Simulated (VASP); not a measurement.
Calculation: PBE GGA, VASP's PBE PAW potentials (set 64) (plane waves; VASP).

VASP input:

INCAR:
```
! general
SYSTEM   =  SiGe
PREC     =  Accurate
ENCUT    =  400
LREAL    =  .FALSE.
LASPH    =  .TRUE.
ISYM     =  0

! electronic loop
EDIFF    =  1E-6
NELM     =  100
ALGO     =  Normal
LMAXMIX  =  4

! smearing
ISMEAR   =  1
SIGMA    =  0.1

! functional
GGA      =  PE

! ions
ISIF     =  2

! output
LWAVE    =  .FALSE.
LCHARG   =  .FALSE.
```

### POSCAR
```
SiGe
3.7450010
  1.0000000000   0.0000000000   0.0000000000
 -0.4999998665   0.8660254029   0.0000000000
  0.0000000000   0.0000000000   1.3937550350
Ge Si
2 2
direct
  0.0000000000   0.0000000000   0.0000000000
  0.0000000000   0.0000000000   0.5000000000
  0.3333330000   0.6666670000   0.2500000000
  0.6666670000   0.3333330000   0.7500000000
```

File KPOINTS:
```
Regular mesh
0
Gamma
 9 9 6
```

POTCAR, in this order: Ge_d Si (PBE.64 set). Program: vasp_std.

What VASP printed:

OUTCAR:
```
 ion  position               nearest neighbor table
   1  0.000  0.000  0.000-   3 2.53   4 2.53   3 2.53   4 2.53   4 2.53   3 2.53   2 2.61   2 2.61
 Subroutine IBZKPT returns following result:
 Found    244 irreducible k-points:

 Following reciprocal coordinates:
            Coordinates               Weight
  0.000000  0.000000  0.000000      1.000000
  0.111111  0.000000  0.000000      2.000000
  0.000000  0.111111  0.000000      2.000000
 -0.111111  0.111111  0.000000      2.000000
  0.222222  0.000000  0.000000      2.000000
  0.000000  0.222222  0.000000      2.000000
 -0.222222  0.222222  0.000000      2.000000
  0.333333  0.000000  0.000000      2.000000
  0.000000  0.333333  0.000000      2.000000
 -0.333333  0.333333  0.000000      2.000000
  0.444444  0.000000  0.000000      2.000000
  0.000000  0.444444  0.000000      2.000000
 -0.444444  0.444444  0.000000      2.000000
  0.111111  0.111111  0.000000      2.000000
 -0.111111  0.222222  0.000000      2.000000
 -0.222222  0.111111  0.000000      2.000000
  0.222222  0.111111  0.000000      2.000000
 -0.111111  0.333333  0.000000      2.000000
 -0.333333  0.222222  0.000000      2.000000
 -0.222222  0.333333  0.000000      2.000000
  0.111111  0.222222  0.000000      2.000000
  0.333333 -0.111111  0.000000      2.000000
  0.333333  0.111111  0.000000      2.000000
 -0.111111  0.444444  0.000000      2.000000
 -0.444444  0.333333  0.000000      2.000000
 -0.333333  0.444444  0.000000      2.000000
  0.111111  0.333333  0.000000      2.000000
  0.444444 -0.111111  0.000000      2.000000
  0.444444  0.111111  0.000000      2.000000
 -0.111111 -0.444444  0.000000      2.000000
  0.444444  0.444444  0.000000      2.000000
  0.222222  0.222222  0.000000      2.000000
 -0.222222  0.444444  0.000000      2.000000
 -0.444444  0.222222  0.000000      2.000000
  0.333333  0.222222  0.000000      2.000000
 -0.222222 -0.444444  0.000000      2.000000
  0.444444  0.333333  0.000000      2.000000
 -0.333333 -0.444444  0.000000      2.000000
  0.222222  0.333333  0.000000      2.000000
 -0.444444 -0.222222  0.000000      2.000000
   k-points           NKPTS =    244   k-points in BZ     NKDIM =    244   number of bands    NBANDS=     22
   number of dos      NEDOS =    301   number of ions     NIONS =      4
   total plane-waves  NPLWV =  20736
   dimension x,y,z NGX =    24 NGY =   24 NGZ =   36
   dimension x,y,z NGXF=    48 NGYF=   48 NGZF=   72
   ions per type =               2   2
   PREC   = accura    normal or accurate (medium, high low for compatibility)
   ISTART =      0    job   : 0-new  1-cont  2-samecut
   ICHARG =      2    charge: 1-file 2-atom 10-const
   ISPIN  =      1    spin polarized calculation?
   LNONCOLLINEAR =      F non collinear calculations
   LSORBIT =      F    spin-orbit coupling
   INIWAV =      1    electr: 0-lowe 1-rand  2-diag
   ENCUT  =  400.0 eV  29.40 Ry    5.42 a.u.   6.11  6.11  8.51*2*pi/ulx,y,z
   NELM   =    100;   NELMIN=  2; NELMDL= -5     # of ELM steps
   EDIFF  = 0.1E-05   stopping-criterion for ELM
   LREAL  =      F    real-space projection
   NLSPLINE    = F    spline interpolate recip. space projectors
   LMAXMIX     =    4 max onsite mixed and CHGCAR
   VOSKOWN=      0    Vosko Wilk Nusair interpolation
   EDIFFG = 0.1E-04   stopping-criterion for IOM
   NSW    =      0    number of steps for IOM
   NBLOCK =      1;   KBLOCK =      1    inner block; outer block
   IBRION =     -1    ionic relax: 0-MD 1-quasi-New 2-CG
   NFREE  =      0    steps in history (QN), initial steepest desc. (CG)
   ISIF   =      2    stress and relaxation
   ISYM   =      0    0-nonsym 1-usesym 2-fastsym
   TEIN   =    0.0    initial temperature
...
```

### OSZICAR
```
       N       E                     dE             d eps       ncg     rms          rms(c)
DAV:   1     0.230093501734E+03    0.23009E+03   -0.15810E+04 11998   0.338E+03
DAV:   2     0.159110498108E+02   -0.21418E+03   -0.20969E+03 10838   0.625E+02
DAV:   3    -0.163246491990E+02   -0.32236E+02   -0.31838E+02 12974   0.153E+02
DAV:   4    -0.173364192290E+02   -0.10118E+01   -0.10084E+01 12570   0.312E+01
DAV:   5    -0.173577525376E+02   -0.21333E-01   -0.21312E-01 13328   0.471E+00    0.515E+00
DAV:   6    -0.172942180664E+02    0.63534E-01   -0.28613E-02 14752   0.282E+00    0.301E+00
DAV:   7    -0.172557998372E+02    0.38418E-01   -0.28638E-02 14908   0.245E+00    0.176E-01
DAV:   8    -0.172557148944E+02    0.84943E-04   -0.34003E-03 14708   0.105E+00    0.839E-02
DAV:   9    -0.172557912699E+02   -0.76375E-04   -0.20442E-04 14544   0.279E-01    0.250E-02
DAV:  10    -0.172558000620E+02   -0.87921E-05   -0.25045E-05 16138   0.124E-01    0.695E-03
DAV:  11    -0.172558007338E+02   -0.67183E-06   -0.41635E-06 10526   0.263E-02
   1 F= -.17255801E+02 E0= -.17255955E+02  d E =0.462807E-03
```

### OUTCAR
```
------------------------ aborting loop because EDIFF is reached ----------------------------------------
  FORCE on cell =-STRESS in cart. coord.  units (eV):
  Direction    XX          YY          ZZ          XY          YZ          ZX
  --------------------------------------------------------------------------------------
  Total        5.5816898      5.5816457     11.5191940     -0.0000312      0.0000046      0.0000025
  in kB      141.0598402    141.0587238    291.1117812     -0.0007887      0.0001174      0.0000629
  external PRESSURE =     191.0767817 kB  Pullay stress =       0.0000000 kB
  volume of cell :       63.40
      direct lattice vectors                 reciprocal lattice vectors
     3.745001000  0.000000000  0.000000000     0.267022626  0.154165544  0.000000000
    -1.872500000  3.243266000  0.000000000     0.000000000  0.308331170  0.000000000
     0.000000000  0.000000000  5.219614000     0.000000000  0.000000000  0.191585048
 POSITION                                       TOTAL-FORCE (eV/Angst)
 -----------------------------------------------------------------------------------
      0.00000      0.00000      0.00000        -0.000000     -0.000000     -0.000000
      0.00000      0.00000      2.60981         0.000001      0.000001      0.000001
     -0.00000      2.16218      1.30490         0.000018     -0.000010      0.000012
      1.87250      1.08109      3.91471        -0.000019      0.000009     -0.000013
 -----------------------------------------------------------------------------------
    total drift:                               -0.000000      0.000003     -0.000000
  FREE ENERGIE OF THE ION-ELECTRON SYSTEM (eV)
  ---------------------------------------------------
  free  energy   TOTEN  =       -17.2558007338 eV

  energy  without entropy=      -17.2562635412  energy(sigma->0) =      -17.25595500
```
(Selected blocks of OUTCAR.)

**OUTCAR**
```
 val. band max:        8.9337945825   @ k =  -0.3333   0.3333   0.5000

 cond. band min:       8.9943035239   @ k =   0.4444   0.0000   0.5000


 Fermi energy:         8.9682836461

 k-point     1 :       0.0000    0.0000    0.0000
  band No.  band energies     occupation
      1     -16.1946      2.00000
      2     -16.0785      2.00000
      3     -16.0785      2.00000
      4     -15.9634      2.00000
      5     -15.9634      2.00000
      6     -15.9596      2.00000
      7     -15.9596      2.00000
      8     -15.9339      2.00000
      9     -15.9339      2.00000
     10     -15.9001      2.00000
     11      -5.7765      2.00000
     12      -0.4046      2.00000
     13      -0.3419      2.00000
     14       6.5900      2.00000
     15       6.5900      2.00000
     16       8.3925      2.00000
     17       8.8132      2.05070
     18       8.8132      2.05070
     19      10.4430     -0.00000
     20      11.6068      0.00000
     21      11.6068      0.00000
     22      11.8545      0.00000

 k-point     2 :       0.1111    0.0000    0.0000
  band No.  band energies     occupation
      1     -16.1939      2.00000
      2     -16.0803      2.00000
      3     -16.0788      2.00000
      4     -15.9638      2.00000
      5     -15.9630      2.00000
      6     -15.9600      2.00000
      7     -15.9579      2.00000
      8     -15.9341      2.00000
      9     -15.9331      2.00000
     10     -15.8988      2.00000
     11      -5.6146      2.00000
     12      -0.2550      2.00000
     13      -0.1833      2.00000
     14       4.9129      2.00000
     15       6.0954      2.00000
     16       7.7166      2.00000
     17       9.3406     -0.00000
     18       9.9129     -0.00000
     19      10.1146     -0.00000
     20      11.2113      0.00000
     21      11.6813      0.00000
     22      11.7161      0.00000

 k-point     3 :       0.0000    0.1111    0.0000
  band No.  band energies     occupation
      1     -16.1939      2.00000
...
```

The structure was generated: SiGe was put into the NiAs type (P6_3/mmc), which need not be its known phase. The cell was not relaxed at this level. The run is one of a series of settings (ISYM = 0 against the base run), some of them coarse on purpose.
